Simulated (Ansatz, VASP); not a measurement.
# Cross-check of PbO2 between VASP and Ansatz, part 2 of 2

One calculation is typed for both programs; each brings its own data sets and cutoff. How far apart do they land? The cell is a member of a volume series, scaled by 0.94 from a relaxed one, so a pressure remains.

VASP 6.6.1 and Ansatz 0.2.0.

So far. Step 5 (Ansatz: single point, PBE with D4, volume scaled by …): The run ends at a pressure of -4.90 GPa, with forces up to 0.093 eV/Å.

### 6. VASP: single point, PBE with D4, volume scaled by 1.04

Level of this step: PBE with D4; plane waves and PAW (Pb_d, O) (VASP).

The same cell, functional, mesh and smearing now go to VASP, with its own data sets and cutoff.

File INCAR:

```
SYSTEM = PbO2
PREC = Accurate
ENCUT = 520
EDIFF = 1E-06
NELM = 100
ISMEAR = 0
SIGMA = 0.05
LREAL = .FALSE.
ALGO = Normal
GGA = PE
IVDW = 13
NBANDS = 32
LORBIT = 11
LWAVE = .FALSE.
LCHARG = .FALSE.
KPAR = 2
ISIF = 2
```

File POSCAR:

```
PbO2
1.0
    5.0894898228      0.0000000000      0.0000000000
    0.0000000000      5.0894898228      0.0000000000
    0.0000000000      0.0000000000      3.4879821614
Pb O
2 4
Direct
    0.5000000000      0.5000000000      0.5000000000
    0.0000000000      0.0000000000      0.0000000000
    0.6926567864      0.6926567864      0.0000000000
    0.8073432136      0.1926567864      0.5000000000
    0.1926567864      0.8073432136      0.5000000000
    0.3073432136      0.3073432136      0.0000000000
```

File KPOINTS:

```
Automatic mesh
0
Gamma
4 4 6
0 0 0
```

PAW data sets: Pb_d and O (PBE family, release 64).

Run with:

```bash
mpirun -np 2 vasp_std
```

Numbers of over 12 decimals in the logs are rounded to 6 here.

Output:

```text
[... set-up lines as in an earlier step ...]
 entering main loop
       N       E                     dE             d eps       ncg     rms          rms(c)
DAV:   1     0.666499098503E+03    0.66650E+03   -0.26193E+04  1536   0.192E+03
DAV:   2     0.501256581589E+02   -0.61637E+03   -0.59324E+03  1704   0.525E+02
DAV:   3    -0.340388523920E+02   -0.84165E+02   -0.82487E+02  1992   0.215E+02
DAV:   4    -0.373025760783E+02   -0.32637E+01   -0.32539E+01  1840   0.466E+01
[...]
DAV:  11    -0.318521746610E+02    0.57800E-04   -0.34556E-04  2416   0.199E-01    0.478E-02
DAV:  12    -0.318521544364E+02    0.20225E-04   -0.85795E-05  1776   0.657E-02    0.106E-02
DAV:  13    -0.318521553046E+02   -0.86817E-06   -0.42049E-06  1768   0.243E-02
   1 F= -.33315833E+02 E0= -.33315795E+02  d E =-.750210E-04
```

Parts of OUTCAR (step 6):

```text
  Edisp (eV):   -1.46368

  Total      -2.41461    -2.41461    -3.19828    -0.00000     0.00000     0.00000
  in kB     -42.81882   -42.81882   -56.71586    -0.00000     0.00000     0.00000
  external pressure =      -47.45 kB  Pullay stress =        0.00 kB

 POSITION                                       TOTAL-FORCE (eV/Angst)
 -----------------------------------------------------------------------------------
      2.54474      2.54474      1.74399         0.000000      0.000000     -0.000000
      0.00000      0.00000      0.00000         0.000000      0.000000     -0.000000
      3.52527      3.52527      0.00000        -0.063045     -0.063045      0.000000
      4.10897      0.98052      1.74399         0.063045     -0.063045      0.000000
      0.98052      4.10897      1.74399        -0.063045      0.063045     -0.000000
      1.56422      1.56422      0.00000         0.063045      0.063045     -0.000000
 -----------------------------------------------------------------------------------
    total drift:                                0.000000     -0.000000      0.000000

  FREE ENERGIE OF THE ION-ELECTRON SYSTEM (eV)
  ---------------------------------------------------
  free  energy   TOTEN  =       -33.3158325347 eV

  energy  without entropy=      -33.3157575137  energy(sigma->0) =      -33.31579502

[... 1 part as in an earlier step ...]

[... 2 further parts left out ...]
[key lines of the parts left out:]
E-fermi :   3.6099
```

The run ends at a pressure of -4.75 GPa, with forces up to 0.089 eV/Å.

### 7. Comparison

Compared:

```
                                        quantity  Ansatz   VASP  difference
                                  pressure (GPa)   -4.90  -4.75       -0.15
pressure without Ansatz's Pulay correction (GPa)   -5.45  -4.75       -0.71
                          gap on the k mesh (eV)   0.155  0.155      -0.001
```

Forces (eV/Å; atoms numbered as in POSCAR):

```
atom         Ansatz x, y, z           VASP x, y, z
 Pb1    0.000, 0.000, 0.000    0.000, 0.000, 0.000
 Pb2    0.000, 0.000, 0.000    0.000, 0.000, 0.000
  O3  -0.066, -0.066, 0.000  -0.063, -0.063, 0.000
  O4   0.066, -0.066, 0.000   0.063, -0.063, 0.000
  O5   -0.066, 0.066, 0.000   -0.063, 0.063, 0.000
  O6    0.066, 0.066, 0.000    0.063, 0.063, 0.000
```

The forces differ by 1.9 meV/Å r.m.s., which is 4.6 % of the r.m.s. force of 0.04 eV/Å (both taken over all components). A gap on the mesh is an upper bound, since the band edges may lie between its points; neither run holds spin-orbit coupling, which can move the band edges of a compound of Pb. Ansatz's pressure holds a Pulay correction of 0.55 GPa; VASP's holds none.

### 8. Ansatz: single point, PBE with D4, volume scaled by 1.06

A single point gives forces, pressure and levels at one fixed geometry, so differences don't come from the geometry; what else differs is listed under the comparison. The cell compared in this pair holds 92.09 Å³, against 90.35 Å³ for the pair before.

The cell is a member of a volume series, scaled by 1.06 from a relaxed one, so a pressure remains.

File input.yaml:

```yaml
crystal:
  lattice:
    - [5.1219078294, 0.0, 0.0]
    - [0.0, 5.1219078294, 0.0]
    - [0.0, 0.0, 3.5101992073]
  atoms:
    - { symbol: Pb, position: [0.5, 0.5, 0.5] }
    - { symbol: Pb, position: [0.0, 0.0, 0.0] }
    - { symbol: O, position: [0.6926567864, 0.6926567864, 0.0] }
    - { symbol: O, position: [0.8073432136, 0.1926567864, 0.5] }
    - { symbol: O, position: [0.1926567864, 0.8073432136, 0.5] }
    - { symbol: O, position: [0.3073432136, 0.3073432136, 0.0] }
hamiltonian:
  xc: pbe
  pseudopotentials: { kind: paw }
  dispersion: d4
kpoints:
  mp_grid: { grid: [4, 4, 6] }
scf:
  occupations: { method: gaussian, width: 0.05 }
  n_extra_bands: 5
output:
  forces: true
  stress: true
  eigenvalues: true
```

Run with:

```bash
ansatz run input.yaml --threads 4 --pin off --max-ram 9216MiB --backend cpu --events-out ev --progress --plain --runs-dir out
```

Output:

```text
[...]
Crystal: 6 atoms, lattice volume = 92.086 Å³
Basis set: ecut = 420 eV, 1803 PW (Γ), exchange–correlation on 72×72×48 points (8 copies of the dense FFT grid, shifted against one another)
Bands: 31, of which v1, the nominal top of the filled ones, is band 26 counted from 1 (25 counted from 0)
Symmetry: 16 space group operations
[...]
k-points: 24 of 96
[...]
k-point 0: bands = [... 22 lower, 6.1271, 6.1271, 6.3090, 6.3090, 6.9096, 10.3677, 12.3620, 12.3620, ... 1 higher]
  k-point 1: bands = [... 22 lower, 5.4289, 6.3526, 6.3526, 6.7606, 7.1588, 10.5215, 13.2121, 13.2121, ... 1 higher]
  k-point 2: bands = [... 22 lower, 5.4123, 6.2458, 6.2458, 6.3689, 8.7753, 10.4948, 14.4839, 14.8153, ... 1 higher]
  k-point 23: bands = [... 22 lower, 6.2330, 6.2330, 6.3819, 6.3819, 9.0689, 9.0689, 14.7972, 14.7972, ... 1 higher]
[key lines of the parts left out:]
SCF converged after 6 iterations
Free energy (F): -26078.848387 eV
Fermi energy:    6.840200 eV
P = ⅓ Tr σ = -6.8105 GPa (-68.105 kbar)
```

Elapsed: 1.2 s, on 4 threads of Arm Neoverse V1, shared host; peak memory 0.41 GiB.

The run ends at a pressure of -6.81 GPa, with forces up to 0.13 eV/Å.

### 9. VASP: single point, PBE with D4, volume scaled by 1.06

The same cell, functional, mesh and smearing now go to VASP, with its own data sets and cutoff.

INCAR is that of step 6.

Edit POSCAR of step 6 so:

```diff
@@ -2,5 +2,5 @@
 1.0
-    5.0894898228      0.0000000000      0.0000000000
-    0.0000000000      5.0894898228      0.0000000000
-    0.0000000000      0.0000000000      3.4879821614
+    5.1219078294      0.0000000000      0.0000000000
+    0.0000000000      5.1219078294      0.0000000000
+    0.0000000000      0.0000000000      3.5101992073
 Pb O
```

KPOINTS is that of step 6.

Run with:

```bash
mpirun -np 2 vasp_std
```

Output:

```text
[... set-up lines as in an earlier step ...]
 entering main loop
       N       E                     dE             d eps       ncg     rms          rms(c)
DAV:   1     0.678069889141E+03    0.67807E+03   -0.26064E+04  1536   0.193E+03
DAV:   2     0.540365718433E+02   -0.62403E+03   -0.59910E+03  1712   0.526E+02
DAV:   3    -0.335755723025E+02   -0.87612E+02   -0.85304E+02  1992   0.217E+02
DAV:   4    -0.371882084150E+02   -0.36126E+01   -0.36002E+01  1808   0.487E+01
[...]
DAV:  12    -0.318192473324E+02    0.18028E-04   -0.10399E-04  1920   0.752E-02    0.969E-03
DAV:  13    -0.318192484114E+02   -0.10790E-05   -0.36514E-06  1656   0.271E-02    0.483E-03
DAV:  14    -0.318192476875E+02    0.72386E-06   -0.39458E-06  1528   0.204E-02
   1 F= -.33256087E+02 E0= -.33256042E+02  d E =-.890921E-04
```

Parts of OUTCAR (step 9):

```text
  Edisp (eV):   -1.43684

  Total      -3.43690    -3.43690    -4.59864     0.00000     0.00000     0.00000
  in kB     -59.79743   -59.79743   -80.01002     0.00000     0.00000     0.00000
  external pressure =      -66.53 kB  Pullay stress =        0.00 kB

 POSITION                                       TOTAL-FORCE (eV/Angst)
 -----------------------------------------------------------------------------------
      2.56095      2.56095      1.75510         0.000000      0.000000      0.000000
      0.00000      0.00000      0.00000         0.000000      0.000000      0.000000
      3.54772      3.54772      0.00000        -0.087360     -0.087360      0.000000
      4.13514      0.98677      1.75510         0.087360     -0.087360      0.000000
      0.98677      4.13514      1.75510        -0.087360      0.087360      0.000000
      1.57418      1.57418      0.00000         0.087360      0.087360      0.000000
 -----------------------------------------------------------------------------------
    total drift:                                0.000000     -0.000000      0.000000

  FREE ENERGIE OF THE ION-ELECTRON SYSTEM (eV)
  ---------------------------------------------------
  free  energy   TOTEN  =       -33.2560868028 eV

  energy  without entropy=      -33.2559977107  energy(sigma->0) =      -33.25604226

[... 1 part as in an earlier step ...]

[... 2 further parts left out ...]
[key lines of the parts left out:]
E-fermi :   3.4274
```

The run ends at a pressure of -6.65 GPa, with forces up to 0.12 eV/Å.

### 10. Differences

Both answers:

```
                                        quantity  Ansatz   VASP  difference
                                  pressure (GPa)   -6.81  -6.65       -0.16
pressure without Ansatz's Pulay correction (GPa)   -7.36  -6.65       -0.70
                          gap on the k mesh (eV)   0.149  0.149       0.000
```

Forces (eV/Å; atoms numbered as in POSCAR):

```
atom         Ansatz x, y, z           VASP x, y, z
 Pb1    0.000, 0.000, 0.000    0.000, 0.000, 0.000
 Pb2    0.000, 0.000, 0.000    0.000, 0.000, 0.000
  O3  -0.090, -0.090, 0.000  -0.087, -0.087, 0.000
  O4   0.090, -0.090, 0.000   0.087, -0.087, 0.000
  O5   -0.090, 0.090, 0.000   -0.087, 0.087, 0.000
  O6    0.090, 0.090, 0.000    0.087, 0.087, 0.000
```

The forces differ by 1.9 meV/Å r.m.s., which is 3.3 % of the r.m.s. force of 0.06 eV/Å (both taken over all components). A gap on the mesh is an upper bound, since the band edges may lie between its points; neither run holds spin-orbit coupling, which can move the band edges of a compound of Pb. Ansatz's pressure holds a Pulay correction of 0.55 GPa; VASP's holds none.

### 11. Results

| Item | Value |
| --- | --- |
| r.m.s. force difference (single point, PBE with D4, volume scaled by 0.94) | 3.1 meV/Å |
| r.m.s. force difference (single point, PBE with D4, volume scaled by 1.04) | 1.9 meV/Å |
| r.m.s. force difference (single point, PBE with D4, volume scaled by 1.06) | 1.9 meV/Å |

In words: The r.m.s. force difference is 3.1 meV/Å (single point, PBE with D4, volume scaled by 0.94), within the 12 meV/Å picked in this series as the mark of a large difference. Such differences can come from data sets, numerical settings and the points named under the comparisons, not from the functional's error against experiment.

[Lines on the potential files, build, host, timing and source positions are cut from VASP's logs without a mark.]

[Logs are printed without paths, hosts, clocks, repeated set-up lines and the standing remarks that a program may print on its own settings, such as how far it seeks lower states.]

[Hosts, paths, dates, database ids (printed as entryN), source tags and the programs' standing remarks are cut or masked in the printed files.]
